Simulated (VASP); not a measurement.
# A VASP study of FeNi (Tetrataenite) (PBEsol): structure first, properties next, part 4 of 7

Wanted: the relaxed cell of FeNi (Tetrataenite) and its properties. The start is a cell from a database of measured crystal structures.

VASP 6.6.1, plane waves and PAW; the level of theory is named at each step.

Still holding for the runs below: The magnetic order is the lowest of the few collinear ones that converged above; longer or canted patterns were not tried. The k-mesh is coarse for a metal.

So far, moment of the cell, from the last line of the log (μB): step 2 (magnetic order: ferromagnetic) 3.24; step 8 (full relaxation (PBEsol)) 3.17. The relaxed cell has a = 2.463, c = 3.542 Å (conventional setting).

## Step 10: Density, ELF and potential (PBEsol)

Level of this step: PBEsol, spin-polarised from a ferromagnetic start; plane waves and PAW (Fe, Ni) (VASP).

A single point on the relaxed cell gives a clean self-consistent state, with density, ELF and potential written out.

INCAR

```
SYSTEM = FeNi
PREC = Accurate
ENCUT = 400
EDIFF = 1E-06
NELM = 100
ISMEAR = 1
SIGMA = 0.2
LREAL = .FALSE.
ALGO = Normal
GGA = PS
NBANDS = 18
ISPIN = 2
MAGMOM = 2.64 0.6
LASPH = .TRUE.
LMAXMIX = 4
LORBIT = 11
LWAVE = .FALSE.
LCHARG = .TRUE.
ISIF = 2
LELF = .TRUE.
LVHAR = .TRUE.
```

POSCAR

```
FeNi
1.0
    2.4632737774      0.0000000000      0.0000000000
    0.0000000000      2.4632737774      0.0000000000
    0.0000000000      0.0000000000      3.5416083581
Fe Ni
1 1
Direct
    0.0000000000      0.0000000000      0.0000000000
    0.5000000000      0.5000000000      0.5000000000
```

KPOINTS

```
Automatic mesh
0
Gamma
9 9 6
0 0 0
```

Potentials, in the order of the species: Fe and Ni (PBE family, release 64).

On the command line:

```sh
$ mpirun -np 4 vasp_std
```

The program printed:

```text
[banner, memory and clock lines left out]
running    4 mpi-ranks, on    1 nodes
 distrk:  each k-point on    4 cores,    1 groups
 distr:  one band on    1 cores,    4 groups

 POSCAR found type information on POSCAR FeNi
 POSCAR found :  2 types and       2 ions
 [... a notice as in an earlier step ...]

 LDA part: xc-table for (Slater+PW92), standard interpolation
|                                                                             |
|           W    W    AA    RRRRR   N    N  II  N    N   GGGG   !!!           |
|           W    W   A  A   R    R  NN   N  II  NN   N  G    G  !!!           |
|           W    W  A    A  R    R  N N  N  II  N N  N  G       !!!           |
|           W WW W  AAAAAA  RRRRR   N  N N  II  N  N N  G  GGG   !            |
|           WW  WW  A    A  R   R   N   NN  II  N   NN  G    G                |
|           W    W  A    A  R    R  N    N  II  N    N   GGGG   !!!           |
|                                                                             |
|     The number of bands has been changed from the values supplied in        |
|     The orbitals not found in the WAVECAR file will be initialized with     |
|     random numbers, which is usually adequate. For correlated               |
|     calculations, however, you should redo the groundstate calculation.     |
|     I found NBANDS = 18. Now, NBANDS = 20.                                  |
|                                                                             |

 POSCAR, INCAR and KPOINTS ok, starting setup
 FFT: planning ... GRIDC
 FFT: planning ... GRID_SOFT
 FFT: planning ... GRID
 WAVECAR not read
 entering main loop
       N       E                     dE             d eps       ncg     rms          rms(c)
DAV:   1     0.706599209951E+02    0.70660E+02   -0.68927E+03  5372   0.101E+03
DAV:   2    -0.140597910973E+02   -0.84720E+02   -0.76284E+02  4856   0.196E+02
DAV:   3    -0.175867235627E+02   -0.35269E+01   -0.33941E+01  5412   0.488E+01
DAV:   4    -0.176218010251E+02   -0.35077E-01   -0.35057E-01  5508   0.449E+00
DAV:   5    -0.176226726972E+02   -0.87167E-03   -0.87164E-03  5368   0.693E-01    0.166E+01
DAV:   6    -0.157270109588E+02    0.18957E+01   -0.88097E+00  5320   0.627E+01    0.105E+01
DAV:   7    -0.168577420421E+02   -0.11307E+01   -0.55175E+00  6244   0.604E+01    0.214E+01
DAV:   8    -0.151751578728E+02    0.16826E+01   -0.34598E+00  6340   0.427E+01    0.408E+00
DAV:   9    -0.151774823712E+02   -0.23245E-02   -0.92458E-02  6192   0.419E+00    0.199E+00
DAV:  10    -0.151658764647E+02    0.11606E-01   -0.94823E-03  7696   0.203E+00    0.781E-01
DAV:  11    -0.151645511777E+02    0.13253E-02   -0.12920E-03  7160   0.632E-01    0.295E-01
DAV:  12    -0.151645311757E+02    0.20002E-04   -0.30660E-04  7040   0.262E-01    0.950E-02
DAV:  13    -0.151645390749E+02   -0.78992E-05   -0.25438E-05  6076   0.941E-02    0.464E-02
DAV:  14    -0.151645413653E+02   -0.22905E-05   -0.32386E-06  5320   0.454E-02    0.161E-02
DAV:  15    -0.151645414584E+02   -0.93065E-07   -0.10865E-06  3424   0.163E-02
   1 F= -.15164541E+02 E0= -.15165999E+02  d E =0.437190E-02  mag=     3.1669
```

Wall time 16 s (4 MPI ranks of AMD EPYC 7R43, shared host); peak memory 0.3 GiB.

Parts of OUTCAR (step 10):

```text
   k-points           NKPTS =     60   k-points in BZ     NKDIM =     60   number of bands    NBANDS=     20

   NELECT =      18.0000    total number of electrons

 E-fermi :   7.9930

 spin component 1
 k-point     1 :       0.0000    0.0000    0.0000
  band No.  band energies     occupation
    ...
      7       6.3690      1.00000
      8       6.6134      1.00000
      9       7.3807      1.00007
     10       7.6133      1.01094
     11       7.6133      1.01094
     12      10.1305     -0.00000
     13      17.4042      0.00000
     14      23.1674      0.00000
     15      23.1674      0.00000
     16      28.2327      0.00000
    ...

 k-point     2 :       0.1111    0.0000    0.0000
  band No.  band energies     occupation
    ...
      7       6.3888      1.00000
      8       6.5305      1.00000
      9       6.8950      1.00000
     10       7.2238      1.00000
     11       7.5556      1.00417
     12      11.1706     -0.00000
     13      17.4515      0.00000
     14      20.6804      0.00000
     15      23.6810      0.00000
     16      29.3021      0.00000
    ...

  Total       -0.0067257     -0.0067257      0.0056828      0.0000000      0.0000000     -0.0000000
  in kB       -0.5014471     -0.5014471      0.4236910      0.0000000      0.0000000     -0.0000000
  external PRESSURE =      -0.1930677 kB  Pullay stress =       0.0000000 kB

  FREE ENERGIE OF THE ION-ELECTRON SYSTEM (eV)
  ---------------------------------------------------
  free  energy   TOTEN  =       -15.1645414584 eV

  energy  without entropy=      -15.1689133621  energy(sigma->0) =      -15.16599876

[... 11 parts as in an earlier step ...]

[... 12 further parts left out ...]
```

With spin, VASP writes an ELF for each channel.

This step gave:

```yaml
electronic_steps: 15
bands: 20
pressure: -0.01931 GPa
```

Valence electrons inside each PAW sphere by angular momentum. Sphere charges, by row:

| atom | s (e) | p (e) | d (e) | tot (e) |
| --- | --- | --- | --- | --- |
| Fe1 | 0.496 | 0.547 | 6.228 | 7.271 |
| Ni2 | 0.537 | 0.581 | 8.329 | 9.447 |

Spin density in the ac plane at fractional y = 0.000, with atoms of Fe within 0.2 Å of it.

Ten even steps from '_' (0.0 e/Å³) to '@' (4.1 e/Å³):
```
%%##==..____________..==##
++==::..____________..::==
::::..________________..::
__________________________
__________________________
__________________________
__________________________
__________________________
__________________________
__________________________
__________________________
__________________________
__________________________
__________________________
::::..________________..::
++==::..____________..::==
%%##==..____________..==##
@@%%++::____________::++%%
```
Columns run along a (2.5 Å), rows up along c (3.5 Å). Atoms in or near the plane, at fractional coordinates: Fe at (0.00, 0.00).

ELF of up spins in the ac plane at fractional y = 0.000, with atoms of Fe within 0.2 Å of it. It is the smooth field of the valence electrons, not physical close to the nuclei.

Ten even steps from '0' (0.00) to '9' (0.31):
```
0002577775200
0014677776410
2246778877642
6667789987766
6667899998766
6678999999876
7788887788887
7788777777887
7777777777777
7788777777887
7788887788887
6678999999876
6667899998766
6667789987766
2246778877642
0014677776410
0002577775200
0001577775100
```
Columns run along a (2.5 Å), rows up along c (3.5 Å). Atoms in or near the plane, at fractional coordinates: Fe at (0.00, 0.00).

Electrostatic potential energy in the ac plane at fractional y = 0.000, with atoms of Fe within 0.2 Å of it. With pseudopotentials it is smooth inside the atoms' cores, unlike the true potential.

Ten even steps from '0' (-30 eV) to '9' (3 eV):
```
0013478874310
0123578875321
2335789987533
4557899998755
7788999999887
9999999999999
9999999999999
9999988889999
9999988889999
9999988889999
9999999999999
9999999999999
7788999999887
4557899998755
2335789987533
0123578875321
0013478874310
0002468864200
```
Columns run along a (2.5 Å; values clipped at the 3rd and 97th percentile), rows up along c (3.5 Å). Atoms in or near the plane, at fractional coordinates: Fe at (0.00, 0.00).

In this run the pressure is -0.02 GPa, small enough to go on.

## Step 11: Bands along the symmetry lines (PBEsol)

The mesh alone shows little of the dispersion and can miss band extrema, so KPOINTS_OPT adds a path through the symmetry points after the self-consistent cycle.

INCAR

```
SYSTEM = FeNi
PREC = Accurate
ENCUT = 400
EDIFF = 1E-06
NELM = 100
ISMEAR = 1
SIGMA = 0.2
LREAL = .FALSE.
ALGO = Normal
GGA = PS
NBANDS = 24
ISPIN = 2
MAGMOM = 2.549 0.603
LASPH = .TRUE.
LMAXMIX = 4
LORBIT = 11
LWAVE = .FALSE.
LCHARG = .FALSE.
KPAR = 4
```

POSCAR is that of step 10.

KPOINTS is that of step 10.

KPOINTS_OPT

```
Line mode
16
Line-mode
Reciprocal
  0.00000000   0.00000000   0.00000000 GAMMA
  0.00000000   0.50000000   0.00000000 X

  0.00000000   0.50000000   0.00000000 X
  0.50000000   0.50000000   0.00000000 M

  0.50000000   0.50000000   0.00000000 M
  0.00000000   0.00000000   0.00000000 GAMMA

  0.00000000   0.00000000   0.00000000 GAMMA
  0.00000000   0.00000000   0.50000000 Z

  0.00000000   0.00000000   0.50000000 Z
  0.00000000   0.50000000   0.50000000 R

  0.00000000   0.50000000   0.50000000 R
  0.50000000   0.50000000   0.50000000 A

  0.50000000   0.50000000   0.50000000 A
  0.00000000   0.00000000   0.50000000 Z

  0.00000000   0.50000000   0.00000000 X
  0.00000000   0.50000000   0.50000000 R

  0.50000000   0.50000000   0.00000000 M
  0.50000000   0.50000000   0.50000000 A
```

On the command line:

```sh
$ mpirun -np 4 vasp_std
```

The program printed:

```text
[... set-up lines as in an earlier step ...]
 entering main loop
       N       E                     dE             d eps       ncg     rms          rms(c)
DAV:   1     0.725986725316E+02    0.72599E+02   -0.62565E+03  6512   0.829E+02
DAV:   2    -0.129079871136E+02   -0.85507E+02   -0.75654E+02  6072   0.176E+02
DAV:   3    -0.175868600405E+02   -0.46789E+01   -0.44875E+01  6704   0.468E+01
DAV:   4    -0.176330935283E+02   -0.46233E-01   -0.46203E-01  6736   0.437E+00
DAV:   5    -0.176341422984E+02   -0.10488E-02   -0.10487E-02  6888   0.656E-01    0.166E+01
DAV:   6    -0.157555921672E+02    0.18786E+01   -0.61559E+00  7368   0.526E+01    0.107E+01
DAV:   7    -0.169650443701E+02   -0.12095E+01   -0.50922E+00  7872   0.511E+01    0.221E+01
DAV:   8    -0.151761201288E+02    0.17889E+01   -0.35761E+00  7832   0.363E+01    0.417E+00
DAV:   9    -0.151773087475E+02   -0.11886E-02   -0.60384E-02  7664   0.343E+00    0.204E+00
DAV:  10    -0.151659344970E+02    0.11374E-01   -0.81652E-03  9536   0.186E+00    0.820E-01
DAV:  11    -0.151645967082E+02    0.13378E-02   -0.11482E-03  8608   0.522E-01    0.341E-01
DAV:  12    -0.151645292495E+02    0.67459E-04   -0.29328E-04  8840   0.232E-01    0.101E-01
DAV:  13    -0.151645385866E+02   -0.93371E-05   -0.23659E-05  7880   0.777E-02    0.508E-02
DAV:  14    -0.151645413925E+02   -0.28059E-05   -0.25992E-06  6656   0.381E-02    0.176E-02
DAV:  15    -0.151645415530E+02   -0.16054E-06   -0.10916E-06  5000   0.134E-02
   1 F= -.15164542E+02 E0= -.15165998E+02  d E =0.437009E-02  mag=     3.1669
 Start KPOINTS_OPT (optional k-point list driver)
k-point batch [1-60\144]
       N       E                     dE             ncg
DAV:   1     0.112206915620E+05   -0.16149E+05     6576
DAV:   2     0.621841893779E+04   -0.50023E+04     6096
DAV:   3     0.594011099609E+04   -0.27831E+03     6784
DAV:   4     0.593724264393E+04   -0.28684E+01     7144
DAV:   5     0.593718017183E+04   -0.62472E-01     7032
DAV:   6     0.593717702497E+04   -0.31469E-02     8472
DAV:   7     0.593717700955E+04   -0.15414E-04     6304
DAV:   8     0.593717700914E+04   -0.41521E-06     4728
[...]
k-point batch [121-144\144]
       N       E                     dE             ncg
DAV:   1     0.305499131247E+05   -0.15952E+05     2712
DAV:   2     0.285705014193E+05   -0.19794E+04     2528
DAV:   3     0.284626001779E+05   -0.10790E+03     2680
DAV:   4     0.284614977410E+05   -0.11024E+01     2800
DAV:   5     0.284614755469E+05   -0.22194E-01     2624
DAV:   6     0.284614743373E+05   -0.12096E-02     3280
DAV:   7     0.284614743309E+05   -0.63585E-05     2280
DAV:   8     0.284614743307E+05   -0.24023E-06     1648
```

Wall time 24 s (4 MPI ranks); peak memory 0.58 GiB.

OUTCAR, selected parts (step 11):

```text
   k-points           NKPTS =     60   k-points in BZ     NKDIM =     60   number of bands    NBANDS=     24

   NELECT =      18.0000    total number of electrons

 E-fermi :   7.9930

 k-point     2 :       0.1111    0.0000    0.0000
  band No.  band energies     occupation
    ...
      7       6.3888      1.00000
      8       6.5306      1.00000
      9       6.8950      1.00000
     10       7.2238      1.00000
     11       7.5556      1.00417
     12      11.1706     -0.00000
     13      17.4515      0.00000
     14      20.6804      0.00000
     15      23.6810      0.00000
     16      29.3021      0.00000
    ...

 k-point     3 :       0.2222    0.0000    0.0000
  band No.  band energies     occupation
    ...
      7       5.8725      1.00000
      8       6.3272      1.00000
      9       6.5763      1.00000
     10       6.8464      1.00000
     11       7.3857      1.00008
     12      13.1665      0.00000
     13      16.4686      0.00000
     14      18.1225      0.00000
     15      25.1278      0.00000
     16      27.5685      0.00000
    ...

  Total       -0.0046508     -0.0046508      0.0078094      0.0000000     -0.0000000      0.0000000
  in kB       -0.3467470     -0.3467470      0.5822427      0.0000000     -0.0000000      0.0000000
  external PRESSURE =      -0.0370838 kB  Pullay stress =       0.0000000 kB

  FREE ENERGIE OF THE ION-ELECTRON SYSTEM (eV)
  ---------------------------------------------------
  free  energy   TOTEN  =       -15.1645415530 eV

  energy  without entropy=      -15.1689116396  energy(sigma->0) =      -15.16599825

 magnetization (x)
# of ion       s       p       d       tot
------------------------------------------
    1       -0.001  -0.018   2.569   2.549
    2       -0.028  -0.060   0.691   0.603
--------------------------------------------------
tot         -0.029  -0.078   3.259   3.152

[... 11 parts as in an earlier step ...]

[... 11 further parts left out ...]
```

This step gave:

```
bands    : 24
pressure : -0.003708 GPa
```

Spin up. Electronic bands along the path, in eV, zero at the Fermi level; # counts the bands kept:

| point | #7 | #8 | #9 | #10 | #11 | #12 | #13 | #14 |
| --- | --- | --- | --- | --- | --- | --- | --- | --- |
| Γ | -1.62 | -1.38 | -0.61 | -0.38 | -0.38 | 2.14 | 9.41 | 15.17 |
| 0.47 of the way | -2.21 | -1.69 | -1.38 | -1.19 | -0.63 | 5.40 | 8.15 | 10.13 |
| X | -2.02 | -1.85 | -1.48 | -1.37 | 0.86 | 1.53 | 11.66 | 11.68 |
| 0.47 of the way | -1.20 | -1.14 | -0.94 | -0.84 | 1.44 | 1.93 | 12.53 | 12.84 |
| M | -0.63 | -0.42 | -0.42 | 0.07 | 2.56 | 2.56 | 9.63 | 10.04 |
| 0.53 of the way | -1.81 | -1.80 | -1.52 | -1.19 | -0.40 | 7.29 | 8.68 | 10.02 |
| Γ | -1.62 | -1.38 | -0.61 | -0.38 | -0.38 | 2.14 | 9.41 | 15.17 |
| 0.53 of the way | -1.95 | -1.26 | -0.85 | -0.85 | -0.74 | -0.69 | 13.73 | 16.58 |
| Z | -1.69 | -1.69 | -1.64 | -1.64 | -1.03 | -0.98 | 19.42 | 19.46 |
| 0.47 of the way | -2.21 | -2.14 | -0.81 | -0.74 | -0.68 | -0.68 | 11.56 | 12.17 |
| R | -0.75 | -0.68 | -0.55 | -0.47 | -0.47 | -0.36 | 5.97 | 6.54 |
| 0.53 of the way | -2.04 | -2.04 | -0.86 | -0.48 | 3.77 | 3.90 | 6.39 | 6.91 |
| A | -1.67 | -1.62 | -0.63 | 0.07 | 7.96 | 7.96 | 8.07 | 8.07 |
| 0.47 of the way | -2.07 | -1.97 | -1.47 | -1.30 | 1.41 | 1.41 | 11.25 | 11.80 |
| Z | -1.69 | -1.69 | -1.64 | -1.64 | -1.03 | -0.98 | 19.42 | 19.46 |
| jump to X | -2.02 | -1.85 | -1.48 | -1.37 | 0.86 | 1.53 | 11.66 | 11.68 |
| 0.53 of the way | -2.27 | -2.23 | -0.95 | -0.81 | 0.58 | 1.03 | 7.51 | 7.93 |
| R | -0.75 | -0.68 | -0.55 | -0.47 | -0.47 | -0.36 | 5.97 | 6.54 |
| jump to M | -0.63 | -0.42 | -0.42 | 0.07 | 2.56 | 2.56 | 9.63 | 10.04 |
| 0.47 of the way | -1.13 | -1.00 | -0.63 | 0.07 | 4.35 | 4.35 | 9.79 | 10.07 |
| A | -1.67 | -1.62 | -0.63 | 0.07 | 7.96 | 7.96 | 8.07 | 8.07 |

Of the projections kept (Fe, Ni), the largest for each band there; the rest of the weight can lie on other orbitals:

| point | #7 | #8 | #9 | #10 | #11 | #12 | #13 | #14 |
| --- | --- | --- | --- | --- | --- | --- | --- | --- |
| Γ | Ni 0.56 | Ni 0.53 | Fe 0.53 | Fe 0.52 | Fe 0.52 | Fe 0.50 | Fe 0.53 | Ni 0.52 |
| X | Fe 0.99 | Ni 1.00 | Ni 1.00 | Fe 1.00 | Ni 0.85 | Fe 0.85 | Fe 0.53 | Fe 0.51 |
| M | Ni 1.00 | Ni 0.53 | Ni 0.53 | Fe 1.00 | Ni 0.51 | Ni 0.51 | Ni 0.54 | Fe 0.55 |
| Γ | Ni 0.56 | Ni 0.53 | Fe 0.53 | Fe 0.52 | Fe 0.52 | Fe 0.50 | Fe 0.53 | Ni 0.52 |
| Z | Ni 0.99 | Ni 0.99 | Fe 0.99 | Fe 0.99 | Ni 1.00 | Fe 1.00 | Ni 0.87 | Ni 0.64 |
| R | Ni 0.82 | Ni 0.62 | Fe 0.60 | Ni 0.67 | Fe 0.76 | Fe 0.68 | Ni 0.64 | Fe 0.69 |

Spin down. The electronic bands at the labelled points (eV, zero at the Fermi level; # counts the bands kept):

| point | #5 | #6 | #7 | #8 | #9 | #10 | #11 | #12 |
| --- | --- | --- | --- | --- | --- | --- | --- | --- |
| Γ | -1.44 | -1.13 | -0.47 | 0.22 | 1.71 | 1.71 | 2.07 | 2.32 |
| 0.47 of the way | -1.19 | -0.84 | -0.83 | -0.64 | 0.48 | 1.41 | 1.52 | 6.15 |
| X | -1.69 | -1.28 | -1.15 | -0.80 | 0.71 | 1.23 | 1.62 | 3.65 |
| 0.47 of the way | -1.86 | -0.94 | 0.48 | 0.57 | 0.58 | 1.29 | 2.31 | 3.69 |
| M | 0.33 | 0.62 | 1.40 | 1.40 | 1.76 | 2.54 | 2.71 | 2.71 |
| 0.53 of the way | -2.26 | -1.23 | -0.10 | -0.06 | 0.67 | 0.89 | 1.53 | 8.00 |
| Γ | -1.44 | -1.13 | -0.47 | 0.22 | 1.71 | 1.71 | 2.07 | 2.32 |
| 0.53 of the way | -1.24 | -1.24 | -0.68 | -0.44 | 0.60 | 1.27 | 1.27 | 2.03 |
| Z | -1.54 | -1.02 | -1.02 | -0.41 | 0.08 | 0.87 | 0.87 | 1.99 |
| 0.47 of the way | -1.79 | -1.14 | -1.06 | -0.94 | 1.07 | 1.14 | 1.32 | 1.68 |
| R | -1.35 | -0.76 | -0.42 | -0.17 | 0.54 | 1.39 | 1.65 | 1.87 |
| 0.53 of the way | -2.01 | -1.23 | -1.13 | 0.39 | 0.48 | 1.80 | 4.60 | 4.92 |
| A | -1.70 | -1.70 | -0.88 | 0.34 | 1.14 | 2.54 | 8.64 | 8.64 |
| 0.47 of the way | -2.23 | -1.68 | -1.23 | 0.37 | 0.47 | 0.65 | 2.85 | 2.98 |
| Z | -1.54 | -1.02 | -1.02 | -0.41 | 0.08 | 0.87 | 0.87 | 1.99 |
| jump to X | -1.69 | -1.28 | -1.15 | -0.80 | 0.71 | 1.23 | 1.62 | 3.65 |
| 0.53 of the way | -1.48 | -1.14 | -1.04 | -0.92 | 1.13 | 1.29 | 1.48 | 3.00 |
| R | -1.35 | -0.76 | -0.42 | -0.17 | 0.54 | 1.39 | 1.65 | 1.87 |
| jump to M | 0.33 | 0.62 | 1.40 | 1.40 | 1.76 | 2.54 | 2.71 | 2.71 |
| 0.47 of the way | -0.27 | -0.27 | 0.10 | 0.34 | 1.51 | 2.54 | 4.94 | 4.94 |
| A | -1.70 | -1.70 | -0.88 | 0.34 | 1.14 | 2.54 | 8.64 | 8.64 |

Of the projections kept (Fe, Ni), the largest for each band there; the rest of the weight can lie on other orbitals:

| point | #5 | #6 | #7 | #8 | #9 | #10 | #11 | #12 |
| --- | --- | --- | --- | --- | --- | --- | --- | --- |
| Γ | Ni 0.81 | Fe 0.70 | Ni 0.97 | Fe 0.56 | Fe 0.80 | Fe 0.80 | Fe 0.97 | Ni 0.51 |
| X | Fe 0.89 | Ni 1.00 | Fe 0.97 | Ni 1.00 | Fe 0.99 | Fe 1.00 | Ni 0.88 | Fe 0.91 |
| M | Ni 1.00 | Ni 0.71 | Fe 0.62 | Fe 0.62 | Fe 0.79 | Fe 1.00 | Ni 0.53 | Ni 0.53 |
| Γ | Ni 0.81 | Fe 0.70 | Ni 0.97 | Fe 0.56 | Fe 0.80 | Fe 0.80 | Fe 0.97 | Ni 0.51 |
| Z | Ni 0.96 | Ni 0.99 | Ni 0.99 | Ni 1.00 | Fe 0.95 | Fe 0.98 | Fe 0.98 | Fe 1.00 |
| R | Ni 0.79 | Fe 0.84 | Ni 0.68 | Fe 0.67 | Ni 0.77 | Fe 0.78 | Fe 0.86 | Fe 0.84 |

There is no gap at this level.

Spin up: of the bands kept, 3 cross the Fermi level on this path. Spin down: of the bands kept, 4 cross the Fermi level on this path.

(Continued in part 5 of 7.)

[Lines on the potential files, build, host, timing and source positions are cut from VASP's logs without a mark.]

[Logs are printed without paths, hosts, clocks, repeated set-up lines and the standing remarks that a program may print on its own settings, such as how far it seeks lower states.]

[Hosts, paths, dates, database ids (printed as entryN), source tags and the programs' standing remarks are cut or masked in the printed files.]

[A measured line is paired with the nearest computed mode of its activity, which favours agreement.]
